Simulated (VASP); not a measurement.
Data:

```yaml
crystal:
  lattice:
    - [0.00000, 2.73585, 2.73585]
    - [2.73585, 0.00000, 2.73585]
    - [2.73585, 2.73585, 0.00000]
  atoms:
    - { symbol: Ag, position: [0.00000, 0.00000, 0.00000] }
    - { symbol: Cl, position: [0.50000, 0.50000, 0.50000] }
```

These are vdW-DF-cx, VASP's PBE PAW potentials (set 64) (plane waves; VASP) values and carry that method's errors. Numerical set-up: 520 eV cut-off, 8×8×8 Γ-centred mesh, Gaussian smearing of 0.050 eV, potentials Ag Cl.

Q: What does the run give for the energy per atom (σ→0), band gap (on the k-mesh) with the smallest direct gap where there is one?

A: 
```
Item                                          Value
-----------------------------------  --------------
band gap (on the k-mesh)                    0.81 eV
smallest direct gap (on the k-mesh)         3.24 eV
energy per atom (σ→0)                -0.394 eV/atom
```

Only differences to runs with the same potentials and settings are physical.

The compound is AgCl in the rock salt structure. It was relaxed first. The start is the result of an earlier pass.
